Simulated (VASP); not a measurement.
# Mg2ZnTeS2 (Cmc2_1) in VASP: further runs

Runs on Mg2ZnTeS2. Level: PBE. Tasks: equation of state.

Everything below comes from runs of VASP 6.6.1. Logs are shortened: lines on timing, memory, paths and dates and some standing lists are left out, and cuts for length are marked.

### Step 1. The structure

The structure is orthorhombic, space group Cmc2_1 (No. 36). Conventional cell: a = 12.321 Å, b = 7.212 Å, c = 6.802 Å, α = 90.00°, β = 90.00°, γ = 90.00°. Around Mg (site symmetry 1) lie 3 S at 2.47 to 2.48 Å and 1 Te at 2.80 Å. Around Zn (site symmetry m) lie 2 S at 2.38 Å and 2 Te at 2.66 to 2.67 Å. Te (site symmetry m) has 2 Zn at 2.66 to 2.67 Å and 2 Mg at 2.80 Å as nearest neighbours. Around S (site symmetry 1) lie 1 Zn at 2.38 Å and 3 Mg at 2.47 to 2.48 Å.

The cell was built by a generator and needn't be a form met in nature.

### Step 2. Equation of state, PBE, 25.18 Å³/atom

Contents of INCAR:

```
ALGO = Normal
EDIFF = 1E-6
EDIFFG = -0.02
ENCUT = 520
GGA = PE
IBRION = 2
ISIF = 4
ISMEAR = 0
KPAR = 4
LASPH = True
LCHARG = False
LREAL = False
LWAVE = False
NELM = 100
NSW = 30
PREC = Accurate
SIGMA = 0.03
```

Contents of KPOINTS:

```
k-points
0
Gamma
  4 4 4
```

Contents of POSCAR:

```
Mg2ZnTeS2
1.0
    6.1606300000     -3.6060900000      0.0000000000
    6.1606300000      3.6060900000      0.0000000000
    0.0000000000      0.0000000000      6.8017000000
Mg Zn Te S
4 2 2 4
Direct
    0.0289590000      0.3331610000      0.0183440000
    0.6668390000      0.9710410000      0.0183440000
    0.3331610000      0.0289590000      0.5183440000
    0.9710410000      0.6668390000      0.5183440000
    0.3074220000      0.6925780000      0.9771660000
    0.6925780000      0.3074220000      0.4771660000
    0.6623280000      0.3376720000      0.8671210000
    0.3376720000      0.6623280000      0.3671210000
    0.3312590000      0.0012640000      0.8820620000
    0.9987360000      0.6687410000      0.8820620000
    0.0012640000      0.3312590000      0.3820620000
    0.6687410000      0.9987360000      0.3820620000
```

Potentials or basis: VASP PAW PBE potentials, release 64 (Mg, Zn, Te, S).

The run is started by

```sh
$ cat potpaw_PBE.64/Mg/POTCAR potpaw_PBE.64/Zn/POTCAR potpaw_PBE.64/Te/POTCAR potpaw_PBE.64/S/POTCAR > POTCAR
$ mpirun -np 4 vasp_std > vasp.out
```

OUTCAR:

```text
EDIFF = 1E-6
   EDIFFG = -0.02
   ENCUT = 520
   GGA = PE
   IBRION = 2
   ISIF = 4
   ISMEAR = 0
   LASPH = True
   LREAL = False
   NELM = 100
   NSW = 30
   PREC = Accurate

 ion  position               nearest neighbor table
   1  0.029  0.333  0.018-   9 2.47  10 2.48  11 2.48   7 2.80
   2  0.667  0.971  0.018-  10 2.47   9 2.48  12 2.48   7 2.80
   3  0.333  0.029  0.518-  11 2.47  12 2.48   9 2.48   8 2.80
   4  0.971  0.667  0.518-  12 2.47  11 2.48  10 2.48   8 2.80
   5  0.307  0.693  0.977-   9 2.38  10 2.38   8 2.66   7 2.67
   6  0.693  0.307  0.477-  11 2.38  12 2.38   7 2.66   8 2.67
   7  0.662  0.338  0.867-   6 2.66   5 2.67   1 2.80   2 2.80
   8  0.338  0.662  0.367-   5 2.66   6 2.67   3 2.80   4 2.80
   9  0.331  0.001  0.882-   5 2.38   1 2.47   2 2.48   3 2.48
  10  0.999  0.669  0.882-   5 2.38   2 2.47   1 2.48   4 2.48
  11  0.001  0.331  0.382-   6 2.38   3 2.47   4 2.48   1 2.48
  12  0.669  0.999  0.382-   6 2.38   4 2.47   3 2.48   2 2.48

  LATTYP: Found a base centered orthorhombic cell.
 ALAT       =     7.2121800000
 B/A-ratio  =     1.7083960744
 C/A-ratio  =     0.9430851698

  Lattice vectors:

 A1 = (  -6.1606300000,  -3.6060900000,   0.0000000000)
 A2 = (   6.1606300000,  -3.6060900000,   0.0000000000)
 A3 = (   0.0000000000,   0.0000000000,   6.8017000000)

Analysis of symmetry for initial positions (statically):
=====================================================================
 Subroutine PRICEL returns:
 Original cell was already a primitive cell.

 Routine SETGRP: Setting up the symmetry group for a
 base centered orthorhombic supercell.

 Subroutine GETGRP returns: Found  4 space group operations
 (whereof  2 operations were pure point group operations)
 out of a pool of  8 trial point group operations.

The static configuration has the point symmetry C_1h.
 The point group associated with its full space group is C_2v.

Analysis of symmetry for dynamics (positions and initial velocities):
=====================================================================
 Subroutine PRICEL returns:
 Original cell was already a primitive cell.

 Routine SETGRP: Setting up the symmetry group for a
 base centered orthorhombic supercell.

 Subroutine GETGRP returns: Found  4 space group operations
 (whereof  2 operations were pure point group operations)
 out of a pool of  8 trial point group operations.

The dynamic configuration has the point symmetry C_1h.
 The point group associated with its full space group is C_2v.

 Subroutine INISYM returns: Found  4 space group operations
 (whereof  2 operations are pure point group operations),
 and found     1 'primitive' translations

----------------------------------------------------------------------------------------

                                     Primitive cell

  volume of cell :     302.2102

  direct lattice vectors                    reciprocal lattice vectors
     6.160630000 -3.606090000  0.000000000     0.081160531 -0.138654332  0.000000000
     6.160630000  3.606090000  0.000000000     0.081160531  0.138654332  0.000000000
     0.000000000  0.000000000  6.801700000     0.000000000  0.000000000  0.147022068

  length of vectors
     7.138434498  7.138434498  6.801700000     0.160661307  0.160661307  0.147022068

  position of ions in fractional coordinates (direct lattice)
     0.028959000  0.333161000  0.018344000
     0.666839000  0.971041000  0.018344000
     0.333161000  0.028959000  0.518344000
     0.971041000  0.666839000  0.518344000
     0.307422000  0.692578000  0.977166000
     0.692578000  0.307422000  0.477166000
     0.662328000  0.337672000  0.867121000
     0.337672000  0.662328000  0.367121000
     0.331259000  0.001264000  0.882062000
     0.998736000  0.668741000  0.882062000
     0.001264000  0.331259000  0.382062000
     0.668741000  0.998736000  0.382062000

  ion indices of the primitive-cell ions
   primitive index   ion index
                 1           1
                 2           2
                 3           3
                 4           4
                 5           5
                 6           6
                 7           7
                 8           8
                 9           9
                10          10
                11          11
                12          12

----------------------------------------------------------------------------------------

 KPOINTS: k-points

Automatic generation of k-mesh.
 Grid dimensions read from file:
 generate k-points for:    4    4    4

 Generating k-lattice:

  Cartesian coordinates                     Fractional coordinates (reciprocal lattice)
     0.020290133 -0.034663583  0.000000000     0.250000000  0.000000000  0.000000000
     0.020290133  0.034663583  0.000000000     0.000000000  0.250000000  0.000000000
     0.000000000  0.000000000  0.036755517     0.000000000  0.000000000  0.250000000

  Length of vectors
     0.040165327  0.040165327  0.036755517

  Shift w.r.t. Gamma in fractional coordinates (k-lattice)
     0.000000000  0.000000000  0.000000000

 Subroutine IBZKPT returns following result:
 ===========================================

 Found     21 irreducible k-points:

 Following reciprocal coordinates:
            Coordinates               Weight
  0.000000  0.000000  0.000000      1.000000
  0.250000  0.000000  0.000000      4.000000
  0.500000  0.000000  0.000000      2.000000
  0.250000  0.250000  0.000000      2.000000
  0.500000  0.250000  0.000000      4.000000
 -0.250000  0.250000  0.000000      2.000000
[... 13 lines left out ...]
 -0.250000  0.250000  0.500000      2.000000
  0.500000  0.500000  0.500000      1.000000
   k-points           NKPTS =     21   k-points in BZ     NKDIM =     21   number of bands    NBANDS=     41
   number of dos      NEDOS =    301   number of ions     NIONS =     12
   total plane-waves  NPLWV = 157464
   dimension x,y,z NGX =    54 NGY =   54 NGZ =   54
   dimension x,y,z NGXF=   108 NGYF=  108 NGZF=  108
   ions per type =               4   2   2   4
   NGX,Y,Z   is equivalent  to a cutoff of  12.58, 12.58, 13.20 a.u.
   NGXF,Y,Z  is equivalent  to a cutoff of  25.15, 25.15, 26.40 a.u.
 SYSTEM =  unknown system
   PREC   = accura    normal or accurate (medium, high low for compatibility)
   ISTART =      0    job   : 0-new  1-cont  2-samecut
   ICHARG =      2    charge: 1-file 2-atom 10-const
   ISPIN  =      1    spin polarized calculation?
   LNONCOLLINEAR =      F non collinear calculations
   LSORBIT =      F    spin-orbit coupling
   LASPH  =      T    aspherical Exc in radial PAW
   ENCUT  =  520.0 eV  38.22 Ry    6.18 a.u.  13.27 13.27 12.65*2*pi/ulx,y,z
   NELM   =    100;   NELMIN=  2; NELMDL= -5     # of ELM steps
   EDIFF  = 0.1E-05   stopping-criterion for ELM
   LREAL  =      F    real-space projection
   EDIFFG = -.2E-01   stopping-criterion for IOM
   NSW    =     30    number of steps for IOM
   IBRION =      2    ionic relax: 0-MD 1-quasi-New 2-CG
   NFREE  =      1    steps in history (QN), initial steepest desc. (CG)
   ISIF   =      4    stress and relaxation
   ISYM   =      2    0-nonsym 1-usesym 2-fastsym
   POTIM  = 0.5000    time-step for ionic-motion
   TEBEG  =    0.0;   TEEND  =   0.0 temperature during run
   PSTRESS=    0.0 pullay stress
   NELECT =      68.0000    total number of electrons
   NUPDOWN=      -1.0000    fix difference up-down
   EMIN   =  10.00;   EMAX   =-10.00  energy-range for DOS
   EFERMI =   0.00;   METHOD = LEGACY
   ISMEAR =     0;   SIGMA  =   0.03  broadening in eV -4-tet -1-fermi 0-gaus
   EFERMI_NEDOS =   21; number of points for ismear=-14 and -15
   IALGO  =     38    algorithm
   IMIX   =      4    mixing-type and parameters
     AMIX     =   0.40;   BMIX     =  1.00
     AMIX_MAG =   1.60;   BMIX_MAG =  1.00
  volume/ion in A,a.u.               =      25.18       169.95
  Fermi-wavevector in a.u.,A,eV,Ry     =   0.995730  1.881656 13.489869  0.991477
  Thomas-Fermi vector in A             =   2.127770
   LORBIT       =      0    0 simple, 1 ext, 2 COOP (PROOUT), +10 PAW based schemes
   GGA     = PE    functional components
   LHFCALC =     F    Hartree Fock is set to
   AEXX    =    0.0000 exact exchange contribution
   IVDW    =     0    specifies the selected vdW correction
   LEPSILON=     F    determine dielectric tensor
   LRPA    =     F    only Hartree local field effects (RPA)
 conjugate gradient relaxation of ions
 non-spin polarized calculation
 Gauss-broadening in eV      SIGMA  =   0.03
  energy-cutoff  :      520.00
  volume of cell :      302.21
 maximum number of plane-waves:      8211
 NGX is ok and might be reduce to    54
   NGX = 27   NGY = 27   NGZ = 25

 number of electron      67.9999982 magnetization

 Free energy of the ion-electron system (eV)
  ---------------------------------------------------
  ext. energy  EPLUGINS =         0.00000000
  ---------------------------------------------------
  free energy    TOTEN  =       -43.55224735 eV

  energy without entropy =      -43.55224735  energy(sigma->0) =      -43.55224735

 E-fermi :   2.0509     XC(G=0):  -8.5229

 val. band max:        1.8992459655   @ k =   0.0000   0.0000   0.0000
 cond. band min:       4.3289017968   @ k =   0.0000   0.0000   0.0000
 fundamental gap:      2.4296558312
 Fermi energy:         2.0508835292

 k-point     1 :       0.0000    0.0000    0.0000
  band No.  band energies     occupation
      1     -10.0661      2.00000
      2      -9.6384      2.00000
      3      -9.5083      2.00000
      4      -9.5066      2.00000
      5      -7.8121      2.00000
      6      -7.4855      2.00000
[... 913 lines left out ...]
     40       6.4431      0.00000
     41       7.1457      0.00000

------------------------ aborting loop because EDIFF is reached ----------------------------------------

  FORCE on cell =-STRESS in cart. coord.  units (eV):
  Direction    XX          YY          ZZ          XY          YZ          ZX
  --------------------------------------------------------------------------------------
  -------------------------------------------------------------------------------------
  Total        0.0339763      0.0142509      0.0008238      0.0000000      0.0000000      0.0000000
  in kB        0.1801262      0.0755518      0.0043676      0.0000000      0.0000000      0.0000000
  external PRESSURE =       0.0866818 kB  Pullay stress =       0.0000000 kB

 VOLUME and BASIS-vectors are now :
 -----------------------------------------------------------------------------
  energy-cutoff  :      520.00
  volume of cell :      302.21
      direct lattice vectors                 reciprocal lattice vectors
     6.160630000 -3.606090000  0.000000000     0.081160531 -0.138654332  0.000000000
     6.160630000  3.606090000  0.000000000     0.081160531  0.138654332  0.000000000
     0.000000000  0.000000000  6.801700000     0.000000000  0.000000000  0.147022068

 POSITION                                       TOTAL-FORCE (eV/Angst)
 -----------------------------------------------------------------------------------
      2.23089      1.09698      0.12477        -0.002308      0.000763      0.002425
     10.09037      1.09698      0.12477         0.002308      0.000763      0.002425
      2.23089     -1.09698      3.52562        -0.002308     -0.000763      0.002425
     10.09037     -1.09698      3.52562         0.002308     -0.000763      0.002425
      6.16063      1.38891      6.64639         0.000000      0.002265     -0.000936
      6.16063     -1.38891      3.24554         0.000000     -0.002265     -0.000936
      6.16063     -1.17074      5.89790         0.000000      0.004892      0.000814
      6.16063      1.17074      2.49705         0.000000     -0.004892      0.000814
      2.04855     -1.18999      5.99952        -0.000291      0.003879     -0.002364
     10.27271     -1.18999      5.99952         0.000291      0.003879     -0.002364
      2.04855      1.18999      2.59867        -0.000291     -0.003879     -0.002364
     10.27271      1.18999      2.59867         0.000291     -0.003879     -0.002364
 -----------------------------------------------------------------------------------
    total drift:                                0.000000      0.000000      0.001697

  FREE ENERGIE OF THE ION-ELECTRON SYSTEM (eV)
  ---------------------------------------------------
  free  energy   TOTEN  =       -43.5522473484 eV

  energy  without entropy=      -43.5522473484  energy(sigma->0) =      -43.55224735

 reached required accuracy - stopping structural energy minimisation
```

It took 2.2 min on 4 MPI ranks of Intel Xeon Platinum 8488C (Sapphire Rapids), shared host; peak memory 0.56 GiB.

What came out:

```yaml
Free_energy: -43.5522 eV
Pressure: 0.0 GPa
Largest_force: 0.005 eV/Å
Band_gap_on_the_k_mesh: 2.43 eV, direct
```

Caveat: spin-orbit coupling is left out, which moves the levels of the heavy elements.

### Step 3. Equation of state, PBE, 24.43 Å³/atom (volume scaled by 0.97)

INCAR is that of step 2.

KPOINTS is that of step 2.

POSCAR: that of step 2 with these lines changed.

```diff
@@ -2,5 +2,5 @@
 1.0
-    6.1606300000     -3.6060900000      0.0000000000
-    6.1606300000      3.6060900000      0.0000000000
-    0.0000000000      0.0000000000      6.8017000000
+    6.0983971593     -3.5696623579      0.0000000000
+    6.0983971593      3.5696623579      0.0000000000
+    0.0000000000      0.0000000000      6.7329912620
 Mg Zn Te S
```

Potentials or basis: VASP PAW PBE potentials, release 64 (Mg, Zn, Te, S).

The run is started by

```sh
$ cat potpaw_PBE.64/Mg/POTCAR potpaw_PBE.64/Zn/POTCAR potpaw_PBE.64/Te/POTCAR potpaw_PBE.64/S/POTCAR > POTCAR
$ mpirun -np 4 vasp_std > vasp.out
```

Wall time 2.6 min (4 MPI ranks of Intel Xeon Platinum 8488C (Sapphire Rapids), shared host); peak memory 0.55 GiB.

Results (log left out):

| Property | Result |
| --- | --- |
| Free energy | -43.5055 eV |
| Pressure | 1.7 GPa |
| Largest force | 0.014 eV/Å |
| Band gap on the k mesh | 2.58 eV, direct |

Caveat: spin-orbit coupling is left out, which moves the levels of the heavy elements.

### Step 4. Equation of state, PBE, 25.94 Å³/atom (volume scaled by 1.03)

INCAR is that of step 3.

KPOINTS is that of step 3.

POSCAR: that of step 3 with these lines changed.

```diff
@@ -2,5 +2,5 @@
 1.0
-    6.0983971593     -3.5696623579      0.0000000000
-    6.0983971593      3.5696623579      0.0000000000
-    0.0000000000      0.0000000000      6.7329912620
+    6.2216303038     -3.6417961835      0.0000000000
+    6.2216303038      3.6417961835      0.0000000000
+    0.0000000000      0.0000000000      6.8690479443
 Mg Zn Te S
```

The run is started by

```sh
$ cat potpaw_PBE.64/Mg/POTCAR potpaw_PBE.64/Zn/POTCAR potpaw_PBE.64/Te/POTCAR potpaw_PBE.64/S/POTCAR > POTCAR
$ mpirun -np 4 vasp_std > vasp.out
```

Run time: 3 min. Hardware: 4 MPI ranks of Intel Xeon Platinum 8488C (Sapphire Rapids), shared host; peak memory 0.6 GiB.

It converged, with:

* Free energy: -43.5124 eV
* Pressure: -1.4 GPa
* Largest force: 0.013 eV/Å
* Band gap on the k mesh: 2.29 eV, direct

Caveat: spin-orbit coupling is left out, which moves the levels of the heavy elements.

### Step 5. Equation of state, PBE, 23.67 Å³/atom (volume scaled by 0.94)

INCAR is that of step 4.

KPOINTS is that of step 4.

POSCAR: that of step 4 with these lines changed.

```diff
@@ -2,5 +2,5 @@
 1.0
-    6.2216303038     -3.6417961835      0.0000000000
-    6.2216303038      3.6417961835      0.0000000000
-    0.0000000000      0.0000000000      6.8690479443
+    6.0348675689     -3.5324756708      0.0000000000
+    6.0348675689      3.5324756708      0.0000000000
+    0.0000000000      0.0000000000      6.6628508357
 Mg Zn Te S
```

The run is started by

```sh
$ cat potpaw_PBE.64/Mg/POTCAR potpaw_PBE.64/Zn/POTCAR potpaw_PBE.64/Te/POTCAR potpaw_PBE.64/S/POTCAR > POTCAR
$ mpirun -np 4 vasp_std > vasp.out
```

Wall time 4.3 min (4 MPI ranks of Intel Xeon Platinum 8488C (Sapphire Rapids), shared host); peak memory 0.56 GiB.

The run converged. Its results:

* Free energy: -43.3579 eV
* Pressure: 3.6 GPa
* Largest force: 0.013 eV/Å
* Band gap on the k mesh: 2.74 eV, direct

Caveat: spin-orbit coupling is left out, which moves the levels of the heavy elements.

### Step 6. Equation of state, PBE, 26.70 Å³/atom (volume scaled by 1.06)

INCAR is that of step 5.

KPOINTS is that of step 5.

POSCAR: that of step 5 with these lines changed.

```diff
@@ -2,5 +2,5 @@
 1.0
-    6.0348675689     -3.5324756708      0.0000000000
-    6.0348675689      3.5324756708      0.0000000000
-    0.0000000000      0.0000000000      6.6628508357
+    6.2814573422     -3.6768156028      0.0000000000
+    6.2814573422      3.6768156028      0.0000000000
+    0.0000000000      0.0000000000      6.9351005343
 Mg Zn Te S
```

Potentials or basis: VASP PAW PBE potentials, release 64 (Mg, Zn, Te, S).

The run is started by

```sh
$ cat potpaw_PBE.64/Mg/POTCAR potpaw_PBE.64/Zn/POTCAR potpaw_PBE.64/Te/POTCAR potpaw_PBE.64/S/POTCAR > POTCAR
$ mpirun -np 4 vasp_std > vasp.out
```

It took 3.7 min on 4 MPI ranks of Intel Xeon Platinum 8488C (Sapphire Rapids), shared host; peak memory 0.6 GiB.

The run converged. Its results:

| Property | Result |
| --- | --- |
| Free energy | -43.3987 eV |
| Pressure | -2.6 GPa |
| Largest force | 0.020 eV/Å |
| Band gap on the k mesh | 2.15 eV, direct |

Caveat: spin-orbit coupling is left out, which moves the levels of the heavy elements.

### Step 7. Equation of state, PBE, 22.92 Å³/atom (volume scaled by 0.91)

INCAR is that of step 6.

KPOINTS is that of step 6.

POSCAR: that of step 6 with these lines changed.

```diff
@@ -2,5 +2,5 @@
 1.0
-    6.2814573422     -3.6768156028      0.0000000000
-    6.2814573422      3.6768156028      0.0000000000
-    0.0000000000      0.0000000000      6.9351005343
+    5.9699714902     -3.4944891174      0.0000000000
+    5.9699714902      3.4944891174      0.0000000000
+    0.0000000000      0.0000000000      6.5912017253
 Mg Zn Te S
```

The run is started by

```sh
$ cat potpaw_PBE.64/Mg/POTCAR potpaw_PBE.64/Zn/POTCAR potpaw_PBE.64/Te/POTCAR potpaw_PBE.64/S/POTCAR > POTCAR
$ mpirun -np 4 vasp_std > vasp.out
```

Run time: 6 min. Hardware: 4 MPI ranks of Intel Xeon Platinum 8488C (Sapphire Rapids), shared host; peak memory 0.55 GiB.

Results (log left out):

```
Free energy            : -43.0920 eV
Pressure               : 5.8 GPa
Largest force          : 0.009 eV/Å
Band gap on the k mesh : 2.90 eV, direct
```

Caveat: spin-orbit coupling is left out, which moves the levels of the heavy elements.

### Step 8. Equation of state, PBE, 27.45 Å³/atom (volume scaled by 1.09)

INCAR is that of step 7.

KPOINTS is that of step 7.

POSCAR: that of step 7 with these lines changed.

```diff
@@ -2,5 +2,5 @@
 1.0
-    5.9699714902     -3.4944891174      0.0000000000
-    5.9699714902      3.4944891174      0.0000000000
-    0.0000000000      0.0000000000      6.5912017253
+    6.3401659538     -3.7111803573      0.0000000000
+    6.3401659538      3.7111803573      0.0000000000
+    0.0000000000      0.0000000000      6.9999183149
 Mg Zn Te S
```

The run is started by

```sh
$ cat potpaw_PBE.64/Mg/POTCAR potpaw_PBE.64/Zn/POTCAR potpaw_PBE.64/Te/POTCAR potpaw_PBE.64/S/POTCAR > POTCAR
$ mpirun -np 4 vasp_std > vasp.out
```

It took 5.1 min on 4 MPI ranks of Intel Xeon Platinum 8488C (Sapphire Rapids), shared host; peak memory 0.64 GiB.

It converged, with:

```
Free energy            : -43.2221 eV
Pressure               : -3.6 GPa
Largest force          : 0.014 eV/Å
Band gap on the k mesh : 2.03 eV, direct
```

Caveat: spin-orbit coupling is left out, which moves the levels of the heavy elements.
